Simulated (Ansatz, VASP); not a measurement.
# Cross-check of Hf2NF2 (Hf2NF2 MXene monolayer) between VASP and Ansatz

Wanted: the spread between two codes on one cell, functional and k mesh. The cell is taken from a series of runs on this material, whose earlier steps may have relaxed, scaled, displaced or heated it; both programs get it as it stands.

Main program and level: Ansatz 0.2.0; plane waves, with VASP 6.6.1 beside it; single point at PBE with D3(BJ).

## 1. The starting structure

The cell holds 5 atoms: 2 F, 2 Hf and 1 N. Cell: a = 3.184 Å, b = 3.184 Å, c = 23.182 Å, α = 90.0°, β = 90.0°, γ = 120.0°. Vacuum lies along c.

Structure file:

```xyz
5
Lattice="3.1842 0.0000 0.0000 -1.5921 2.7576 0.0000 0.0000 0.0000 23.1815" Properties=species:S:1:pos:R:3
F     0.0000    1.8384    9.0000
F     1.5921    0.9192   14.1815
Hf    1.5921    0.9192   10.3825
Hf    0.0000    1.8384   12.7990
N     0.0000    0.0000   11.5908
```

## 2. VASP: single point, PBE with D3(BJ)

A single point gives forces, pressure and levels at one fixed geometry, so differences don't come from the geometry; what else differs is listed under the comparison.

Lines of VASP's logs that name or quote its potential files are left out, and so is its time.

File INCAR:

```
SYSTEM = Hf2NF2
PREC = Accurate
ENCUT = 520
EDIFF = 1E-06
NELM = 120
ISMEAR = -1
SIGMA = 0.05
LREAL = .FALSE.
ALGO = Normal
GGA = PE
IVDW = 12
NBANDS = 25
LASPH = .TRUE.
LORBIT = 11
LWAVE = .FALSE.
LCHARG = .FALSE.
ISIF = 2
LDIPOL = .TRUE.
IDIPOL = 3
DIPOL = 0.5 0.5 0.5
LVHAR = .TRUE.
GGA_COMPAT = .FALSE.
NELMDL = -8
KPAR = 2
```

File POSCAR:

```
Hf2NF2
1.0
    3.1841879660      0.0000000000      0.0000000000
   -1.5920939830      2.7575876690      0.0000000000
    0.0000000000      0.0000000000     23.1815031153
F Hf N
2 2 1
Direct
    0.3333333333      0.6666666667      0.3882405707
    0.6666666667      0.3333333333      0.6117594293
    0.6666666667      0.3333333333      0.4478793199
    0.3333333333      0.6666666667      0.5521206801
    0.0000000000      0.0000000000      0.5000000000
```

File KPOINTS:

```
Automatic mesh
0
Gamma
18 18 1
0 0 0
```

PAW data sets: F, Hf_pv and N (PBE family, release 64).

Command:

```console
mpirun -np 2 vasp_std
```

Numbers of over 12 decimals in the logs are rounded to 6 here.

Output:

```text
[banner, memory and clock lines left out]
running    2 mpi-ranks, on    1 nodes
 distrk:  each k-point on    1 cores,    2 groups
 distr:  one band on    1 cores,    1 groups

 POSCAR found type information on POSCAR F HfN
 POSCAR found :  3 types and       5 ions
 LDA part: xc-table for (Slater+PW92), standard interpolation
 POSCAR, INCAR and KPOINTS ok, starting setup
 FFT: planning ... GRIDC
 FFT: planning ... GRID_SOFT
 FFT: planning ... GRID
 WAVECAR not read
 entering main loop
       N       E                     dE             d eps       ncg     rms          rms(c)
DAV:   1     0.299048267307E+03    0.29905E+03   -0.20472E+04  2186   0.129E+03
DAV:   2    -0.201889727475E+02   -0.31924E+03   -0.31538E+03  2378   0.332E+02
DAV:   3    -0.483843001715E+02   -0.28195E+02   -0.27938E+02  2314   0.951E+01
DAV:   4    -0.489289682839E+02   -0.54467E+00   -0.54153E+00  2436   0.145E+01
DAV:   5    -0.489411764338E+02   -0.12208E-01   -0.12196E-01  2444   0.199E+00
DAV:   6    -0.489416078744E+02   -0.43144E-03   -0.43135E-03  2500   0.383E-01
DAV:   7    -0.489416263570E+02   -0.18483E-04   -0.18480E-04  2444   0.723E-02
DAV:   8    -0.489416272586E+02   -0.90168E-06   -0.90191E-06  2460   0.164E-02    0.646E+01
DAV:   9    -0.436643279961E+02    0.52773E+01   -0.28027E+01  2258   0.303E+01    0.463E+01
DAV:  10    -0.435579400170E+02    0.10639E+00   -0.23870E+00  2328   0.100E+01    0.789E+00
DAV:  11    -0.434832761178E+02    0.74664E-01   -0.36622E-01  2464   0.310E+00    0.150E+00
DAV:  12    -0.434761535643E+02    0.71226E-02   -0.27212E-02  2468   0.112E+00    0.832E-01
DAV:  13    -0.434739449385E+02    0.22086E-02   -0.43004E-03  2508   0.439E-01    0.433E-01
DAV:  14    -0.434737041879E+02    0.24075E-03   -0.86977E-04  2740   0.187E-01    0.139E-01
DAV:  15    -0.434732215567E+02    0.48263E-03   -0.11109E-03  2443   0.163E-01    0.718E-02
DAV:  16    -0.434733814048E+02   -0.15985E-03   -0.19891E-04  2531   0.869E-02    0.142E-01
DAV:  17    -0.434739463396E+02   -0.56493E-03   -0.38847E-04  2275   0.103E-01    0.980E-02
DAV:  18    -0.434740723027E+02   -0.12596E-03   -0.10771E-04  2328   0.516E-02    0.225E-02
DAV:  19    -0.434742265338E+02   -0.15423E-03   -0.10466E-05  2091   0.159E-02    0.639E-03
DAV:  20    -0.434743847347E+02   -0.15820E-03   -0.53214E-06  1952   0.760E-03    0.768E-03
DAV:  21    -0.434744601696E+02   -0.75435E-04   -0.38624E-06  1858   0.777E-03    0.752E-03
DAV:  22    -0.434744830391E+02   -0.22870E-04   -0.10932E-06  1713   0.356E-03    0.267E-03
DAV:  23    -0.434744932705E+02   -0.10231E-04   -0.83112E-07  1628   0.233E-03    0.659E-04
DAV:  24    -0.434744937454E+02   -0.47491E-06   -0.48877E-08  1704   0.834E-04
   1 F= -.44388050E+02 E0= -.44382106E+02  d E =-.118874E-01
```

Parts of OUTCAR (step 2):

```text
ion  position               nearest neighbor table
   1  0.333  0.667  0.388-   3 2.30   3 2.30   3 2.30
   2  0.667  0.333  0.612-   4 2.30   4 2.30   4 2.30
   3  0.667  0.333  0.448-   5 2.20   5 2.20   5 2.20   1 2.30   1 2.30   1 2.30   4 3.04   4 3.04
                             4 3.04
   4  0.333  0.667  0.552-   5 2.20   5 2.20   5 2.20   2 2.30   2 2.30   2 2.30   3 3.04   3 3.04
                             3 3.04
   5  0.000  0.000  0.500-   3 2.20   4 2.20   3 2.20   4 2.20   3 2.20   4 2.20

  LATTYP: Found a hexagonal cell.
 ALAT       =     3.1841879660
 C/A-ratio  =     7.2801930548

 Subroutine GETGRP returns: Found 12 space group operations
 (whereof 12 operations were pure point group operations)

The static configuration has the point symmetry D_3d.

 Found     37 irreducible k-points:

   k-points           NKPTS =     37   k-points in BZ     NKDIM =     37   number of bands    NBANDS=     25

   dimension x,y,z NGX =    24 NGY =   24 NGZ =  180
   dimension x,y,z NGXF=    48 NGYF=   48 NGZF=  360

   ENCUT  =  520.0 eV  38.22 Ry    6.18 a.u.   5.92  5.92 43.10*2*pi/ulx,y,z

   NELECT =      39.0000    total number of electrons

 k-points in reciprocal lattice and weights: Automatic mesh
   0.00000000  0.00000000  0.00000000       0.003
   0.05555556 -0.00000000  0.00000000       0.019
   0.11111111 -0.00000000  0.00000000       0.019
   0.16666667 -0.00000000  0.00000000       0.019
   0.22222222 -0.00000000  0.00000000       0.019
   0.27777778  0.00000000  0.00000000       0.019
   0.33333333  0.00000000  0.00000000       0.019
   0.38888889 -0.00000000  0.00000000       0.019
   0.44444444 -0.00000000  0.00000000       0.019
[...]
0.33333333  0.27777778  0.00000000       0.037
   0.33333333  0.33333333  0.00000000       0.006

 dipolmoment           0.000000      0.000000     -0.000000 electrons x Angstroem

 average (electrostatic) potential at core
       1 -83.0283       2 -83.0283       3 -43.9036       4 -43.9036       5 -71.2180

 E-fermi :  -0.2850

 k-point     1 :       0.0000    0.0000    0.0000
  band No.  band energies     occupation
    ...
     17      -6.0381      2.00000
     18      -6.0381      2.00000
     19      -0.6875      1.99936
     20      -0.5877      1.99532
     21      -0.5877      1.99532
     22      -0.1243      0.07734
     23       0.7700      0.00000
     24       1.7983      0.00000
     25       2.1805      0.00000

 k-point     2 :       0.0556   -0.0000    0.0000
  band No.  band energies     occupation
    ...
     17      -6.1318      2.00000
     18      -6.0523      2.00000
     19      -0.8024      1.99994
     20      -0.6478      1.99859
     21      -0.5125      1.97908
     22       0.0154      0.00490
     23       0.9449      0.00000
     24       1.5002      0.00000
     25       2.0073      0.00000

 k-point     3 :       0.1111   -0.0000    0.0000
  band No.  band energies     occupation
    ...
     17      -6.3609      2.00000
     18      -6.0881      2.00000
     19      -1.2428      2.00000
     20      -0.5549      1.99099
     21      -0.2903      1.05252
     22       0.3819      0.00000
     23       1.0757      0.00000
     24       1.4595      0.00000
     25       1.7772      0.00000

 Edisp (eV)   -0.91356

  Total      -0.83262    -0.83262    -1.02609     0.00000     0.00000     0.00000
  in kB      -6.55373    -6.55373    -8.07653     0.00000     0.00000     0.00000
  external pressure =       -7.06 kB  Pullay stress =        0.00 kB

  energy-cutoff  :      520.00
  volume of cell :      203.55
      direct lattice vectors                 reciprocal lattice vectors
     3.184187966  0.000000000  0.000000000     0.314051812  0.181317898  0.000000000
    -1.592093983  2.757587669  0.000000000     0.000000000  0.362635796  0.000000000
     0.000000000  0.000000000 23.181503115     0.000000000  0.000000000  0.043137841

 POSITION                                       TOTAL-FORCE (eV/Angst)
 -----------------------------------------------------------------------------------
     -0.00000      1.83839      9.00000         0.000000     -0.000000      0.141399
      1.59209      0.91920     14.18150        -0.000000      0.000000     -0.141399
      1.59209      0.91920     10.38252        -0.000000     -0.000000      0.075034
     -0.00000      1.83839     12.79899        -0.000000      0.000000     -0.075034
      0.00000      0.00000     11.59075        -0.000000      0.000000      0.000000
 -----------------------------------------------------------------------------------
    total drift:                               -0.000000      0.000000      0.000000

  FREE ENERGIE OF THE ION-ELECTRON SYSTEM (eV)
  ---------------------------------------------------
  free  energy   TOTEN  =       -44.3880495821 eV

  energy  without entropy=      -44.3761622053  energy(sigma->0) =      -44.38210589

 vacuum level on the upper side and lower side of the slab         3.118         3.118

 total charge
# of ion       s       p       d       tot
------------------------------------------
    1        1.737   4.345   0.000   6.082
    2        1.737   4.345   0.000   6.082
    3        0.260   6.444   1.828   8.532
    4        0.260   6.444   1.828   8.532
    5        1.236   2.514   0.000   3.751
--------------------------------------------------
tot          5.231  24.092   3.656  32.979

[... 3 further parts left out ...]
```

## 3. Ansatz: single point, PBE with D3(BJ)

Ansatz runs on its default PAW (the set named soft_2) files.

The same cell, functional, mesh and smearing now go to Ansatz, which takes its cutoff from its data sets.

File input.yaml:

```yaml
crystal:
  lattice:
    - [3.184187966, 0.0, 0.0]
    - [-1.592093983, 2.757587669, 0.0]
    - [0.0, 0.0, 23.1815031153]
  atoms:
    - { symbol: F, position: [0.3333333333, 0.6666666667, 0.3882405707] }
    - { symbol: Hf, position: [0.6666666667, 0.3333333333, 0.4478793199] }
    - { symbol: "N", position: [0.0, 0.0, 0.5] }
    - { symbol: Hf, position: [0.3333333333, 0.6666666667, 0.5521206801] }
    - { symbol: F, position: [0.6666666667, 0.3333333333, 0.6117594293] }
kpoints:
  mp_grid: { grid: [18, 18, 1] }
  band_path:
    path: [[0, 0, 0], [0.5, 0, 0], [0.33333333, 0.33333333, 0], [0, 0, 0]]
    npoints: 16
hamiltonian:
  xc: pbe
  dispersion: d3bj
scf:
  occupations: { method: fermi_dirac, width: 0.05 }
  convergence: { dr2_threshold: 1.0e-10 }
efield:
  axis: 3
  dipole_correction: true
  ramp_position: 0.97
  ramp_width: 0.06
  amplitude: 0
output:
  dos: { projected: true, e_range: [-6, 5] }
  bader: true
  write_potential: true
  write_density: true
  volumetric_format: npy
  elf: true
```

Command:

```console
ansatz run input.yaml --threads 4 --pin off --max-ram 6144MiB --backend cpu --events-out ev --progress --plain --runs-dir out
```

Output:

```text
Engine: ansatz 0.2.0, x86_64-unknown-linux-gnu
Pseudopotentials: kind: paw
Pseudopotential: F, paw, valence charge 7, recommended cutoff 420 eV (normal), F.paw.azcp
Pseudopotential: Hf, paw, valence charge 26, recommended cutoff 420 eV (normal), Hf.paw.azcp
Pseudopotential: N, paw, valence charge 5, recommended cutoff 420 eV (normal), N.paw.azcp
Functional definition: PBE
  parameter kappa = 0.804
  parameter beta = 0.066725
  exchange = pbe_x(kappa = kappa, mu = beta*pi^2/3)
  correlation = pbe_c(beta = beta)
Crystal: 5 atoms, lattice volume = 203.549 Å³
Basis set: ecut = 420 eV, 4013 PW (Γ)
Bands: 43, of which v1, the nominal top of the filled ones, is band 36 counted from 1 (35 counted from 0)
Symmetry: 6 space group operations
k-points: 37 of 324 (time reversal used)
Non-local potential: F, projectors of the file, l = 0: 2, l = 1: 2, l = 2: 1
Non-local potential: Hf, projectors of the file, l = 0: 3, l = 1: 2, l = 2: 2, l = 3: 3
Non-local potential: N, projectors of the file, l = 0: 2, l = 1: 2, l = 2: 1
PAW form: soft (Blöchl's): semilocal exchange-correlation on the pseudo side does not see the compensation charge
PAW one-centre angular grid: F, 110 points (default); XC on 64 Gauss nodes
PAW one-centre angular grid: Hf, 590 points (default); XC on 64 Gauss nodes
PAW one-centre angular grid: N, 110 points (default); XC on 64 Gauss nodes
Initial density: superposition of atomic densities (neutral atoms: chi_scale 0, normalization atom), corrected by the library's trained network
Initial wavefunctions: pseudopotential atomic-orbital guess
Functional: x = pbe(κ = 0.804, μ = 0.219515), c = pbe(β = 0.066725)
SCF iter   1: F=—  HF=-33450.137503 eV  |F-HF|=—  |Δ(HF+E_count)|=         —  Δρ=4.37e-3  dr2=3.82e-2  ethr=1.77e-3  p=0.000 e·Å  D=1.28e-13 V/Å  ΔV_dip=-0.00 eV  dr2_dipole=6.38e-9  V_vac-E_F(+/−)=3.49/3.49 eV  ⟨swp⟩=7.6  Hψ=6775  notcnv=0  defer=1
efield: sawtooth ramp at fractional position 0.9700 (set: `efield.ramp_position`, or a place that a band, a saddle search or an elastic batch's reference lends), width 0.0600; the density the first Hamiltonian is built on has a dipole p = 0.000 e·Å; the dipole correction subtracts the counter field D = 1.28e-13 V/Å, which shifts the + side's vacuum level by -0.00 eV against the − side's; the planar-averaged density in the ramp window peaks in size at 1.2e-5 e/Å³
preconditioner: auto → LDOS  [metal: Δε(μ)=0.016 eV  Ē_g=18.161 eV  σ=0.050 eV  W_gap=0.08  n_scr=22 (ndim 8)  ℏωp=21.3 eV  f_vac=0.692  D(μ)=1.55/eV (n_scr^D=8)  β→1.0]
SCF iter   2: F=—  HF=-33450.137966 eV  |F-HF|=—  |Δ(HF+E_count)|=   4.63e-4  Δρ=4.08e-3  dr2=1.87e-2  ethr=5.38e-5  p=-0.000 e·Å  D=-7.09e-6 V/Å  ΔV_dip=0.00 eV  dr2_dipole=2.98e-9  V_vac-E_F(+/−)=3.33/3.33 eV  ⟨swp⟩=3.0  Hψ=3818  notcnv=0  defer=40
SCF iter   3: F=—  HF=-33450.133572 eV  |F-HF|=—  |Δ(HF+E_count)|=   4.39e-3  Δρ=7.99e-4  dr2=8.73e-4  ethr=2.64e-5  p=-0.000 e·Å  D=-1.26e-6 V/Å  ΔV_dip=0.00 eV  dr2_dipole=1.75e-9  V_vac-E_F(+/−)=3.40/3.40 eV  ⟨swp⟩=2.1  Hψ=2817  notcnv=0  defer=40
SCF iter   4: F=—  HF=-33450.133428 eV  |F-HF|=—  |Δ(HF+E_count)|=   1.44e-4  Δρ=1.40e-4  dr2=3.74e-5  ethr=1.23e-6  p=0.000 e·Å  D=2.04e-7 V/Å  ΔV_dip=-0.00 eV  dr2_dipole=4.54e-11  V_vac-E_F(+/−)=3.38/3.38 eV  ⟨swp⟩=3.1  Hψ=2941  notcnv=0  defer=40
SCF iter   5: F=—  HF=-33450.133420 eV  |F-HF|=—  |Δ(HF+E_count)|=   7.33e-6  Δρ=5.23e-5  dr2=4.15e-6  ethr=5.27e-8  p=-0.000 e·Å  D=-8.58e-8 V/Å  ΔV_dip=0.00 eV  dr2_dipole=3.01e-17  V_vac-E_F(+/−)=3.37/3.37 eV  ⟨swp⟩=2.9  Hψ=3530  notcnv=0  defer=40
SCF iter   6: F=—  HF=-33450.133318 eV  |F-HF|=—  |Δ(HF+E_count)|=   1.02e-4  Δρ=1.94e-5  dr2=7.03e-7  ethr=5.85e-9  p=-0.000 e·Å  D=-1.20e-7 V/Å  ΔV_dip=0.00 eV  dr2_dipole=2.17e-12  V_vac-E_F(+/−)=3.37/3.37 eV  ⟨swp⟩=2.1  Hψ=2813  notcnv=0  defer=40
SCF iter   7: F=—  HF=-33450.133319 eV  |F-HF|=—  |Δ(HF+E_count)|=   4.47e-7  Δρ=7.23e-6  dr2=7.09e-8  ethr=9.90e-10  p=-0.000 e·Å  D=-1.54e-8 V/Å  ΔV_dip=0.00 eV  dr2_dipole=6.57e-16  V_vac-E_F(+/−)=3.37/3.37 eV  ⟨swp⟩=2.4  Hψ=2839  notcnv=0  defer=40
SCF iter   8: F=—  HF=-33450.133319 eV  |F-HF|=—  |Δ(HF+E_count)|=   1.01e-7  Δρ=2.33e-6  dr2=7.10e-9  ethr=9.98e-11  p=0.000 e·Å  D=6.32e-9 V/Å  ΔV_dip=-0.00 eV  dr2_dipole=1.46e-14  V_vac-E_F(+/−)=3.37/3.37 eV  ⟨swp⟩=2.9  Hψ=3296  notcnv=0  defer=40
SCF iter   9: F=—  HF=-33450.133319 eV  |F-HF|=—  |Δ(HF+E_count)|=   1.42e-8  Δρ=7.24e-7  dr2=8.73e-10  ethr=1.00e-11  p=-0.000 e·Å  D=-7.72e-9 V/Å  ΔV_dip=0.00 eV  dr2_dipole=7.21e-14  V_vac-E_F(+/−)=3.37/3.37 eV  ⟨swp⟩=2.1  Hψ=2804  notcnv=0  defer=40
SCF iter  10: F=-33450.133319 eV  HF=-33450.133319 eV  |F-HF|=2.47e-10  |Δ(HF+E_count)|=  6.55e-11  Δρ=1.77e-7  dr2=3.14e-11  ethr=1.00e-12  p=-0.000 e·Å  D=-4.84e-9 V/Å  ΔV_dip=0.00 eV  dr2_dipole=5.82e-15  V_vac-E_F(+/−)=3.37/3.37 eV  ⟨swp⟩=9.2  Hψ=6769  notcnv=0
SCF 1 converged in 10 iterations: F = -33450.133319 eV  dr2 = 3.14e-11
  greatest PAW one-centre occupation: 0.998 electrons in one spin orbital (limit 2), on the Hf atom at site 1 (counted from 0), in its partial waves of l = 3
NSCF: frozen V_eff on 49 k-points
efield: sawtooth ramp at fractional position 0.9700 (kept from the solve that this one continues, or follows in the run), width 0.0600; the density the first Hamiltonian is built on has a dipole p = -0.000 e·Å; the dipole correction subtracts the counter field D = -4.84e-9 V/Å, which shifts the + side's vacuum level by +0.00 eV against the − side's; the planar-averaged density in the ramp window peaks in size at 3.1e-7 e/Å³
WARN: The output density's exchange-correlation potential varies sharply where the density is thin. Do not read a vacuum level from v_tot or v_xc, or from such a field of the output density. On a cell that repeats whose density bears no net charge and no dipole along the vacuum's axis use v_es (v_loc + v_h of the components); under efield.dipole_correction with no amplitude use v_es + v_field, which holds any externa [...]
SCF converged after 10 iterations
Free energy (F): -33450.133319 eV
Harris-Foulkes:  -33450.133319 eV  (|F-HF|=2.47e-10)
Internal energy: -33450.121554 eV  (E = F + TS)
E sigma→0 (E₀):  -33450.127436 eV
Entropy (-TS):   -0.011765 eV (-2.353 meV/atom)
Fermi energy:    3.392414 eV
Dipole field:    D = 0.000000 V/Å  (p = 0.000000 e·Å, saw-weighted, corrected)
Work function:   Φ+ = 3.3732 eV   Φ− = 3.3732 eV
Levels:          The Fermi level and band energies are counted from a zero that moves with the ramp; work functions are not
--- Per-component energies (eV) ---
  E_band       = -1043.673816
  E_kinetic    = 1396.461695
  E_local      = -127134.038353  (includes V_loc(G=0)·N_el)
  E_nonlocal   = -2296.602753
  E_hartree    = 62553.114902
  E_xc         = -821.165699
  E_vxc        = -815.807922  (∫ρ·V_xc dr)
  E_paw        = -14381.461802  (= ΣΔE_a)
  E_vpaw       = 2700.079749  (= ΣTr[D̂ρ^β])
  E_aug_tail   = 0.004235  (compensation charges beyond the density's cutoff)
  E_efield     = 0.000000  (sawtooth field / dipole correction)
  E_vefield    = 0.000000  (∫n·V_field dr)
  E_ewald      = 47234.479890
  E_disp       = -0.913670  (pairwise vdW)
  E_smearing   = -0.011765  (= −TS)
  E_closure    = 0.000000  (closes the sum)
  Σ components = -33450.133319   (vs F -33450.133319, Δ=0.00e0)
--- Band table (eV; the first three rows and the last of 37) ---
  k-point 0: bands = [... 32 lower, -2.3056, -2.3056, 2.9826, 3.0761, 3.0761, 3.5438, 4.4447, 5.4592, ... 3 higher]
  k-point 1: bands = [... 32 lower, -2.4013, -2.3215, 2.8657, 3.0229, 3.1521, 3.6829, 4.6160, 5.1662, ... 3 higher]
  k-point 2: bands = [... 32 lower, -2.6381, -2.3623, 2.4299, 3.1193, 3.3765, 4.0476, 4.7430, 5.1278, ... 3 higher]
  k-point 36: bands = [... 32 lower, -3.4255, -2.7972, 3.2220, 3.5574, 3.5574, 5.3306, 6.4911, 6.4911, ... 3 higher]
--- Bader charges: 5 sites ---
  site symbol  charge [e]  shift [e]
     0      F     -0.7962     0.0005
     1     Hf      1.8118     0.0030
     2      N     -2.0311     0.0051
     3     Hf      1.8118     0.0030
     4      F     -0.7962     0.0005
  estimated error of the sums over rays = 6.2e-4 e
```

In the SCF lines HF is the Harris–Foulkes energy and dr2 the Hartree energy of the density residual, in eV; the loop may stop once dr2 is under the threshold and the program's other checks hold. Hψ counts applications of the Hamiltonian.

## 4. Comparison

Known differences besides the potentials themselves: the data sets hold 71 valence electrons in Ansatz (on its default PAW (the set named soft_2) files) and 39 in VASP; the cutoff is 420 eV in Ansatz and 520 eV in VASP. Total energies have different zeros and are not compared.

The two programs side by side:

```
                                   quantity  Ansatz  VASP  difference
 work function, lower of the two faces (eV)    3.37  3.40       -0.03
work function, higher of the two faces (eV)    3.37  3.40       -0.03
```

With vacuum in the cell, a pressure given here is an average over mostly empty space and none of the material.

## 5. What came out

* difference in work function, lower of the two faces (single point, PBE with D3(BJ)): -0.030 eV

In words: The difference in work function, lower of the two faces is -0.030 eV (single point, PBE with D3(BJ)). The data sets hold unlike numbers of valence electrons (71 in Ansatz and 39 in VASP), so part of the differences comes from the potentials. Such differences can come from data sets, numerical settings and the points named under the comparisons, not from the functional's error against experiment.

[Lines on the potential files, build, host, timing and source positions are cut from VASP's logs without a mark.]

[Logs are printed without paths, hosts, clocks, repeated set-up lines and the standing remarks that a program may print on its own settings, such as how far it seeks lower states.]

[Hosts, paths, dates, database ids (printed as entryN), source tags and the programs' standing remarks are cut or masked in the printed files.]
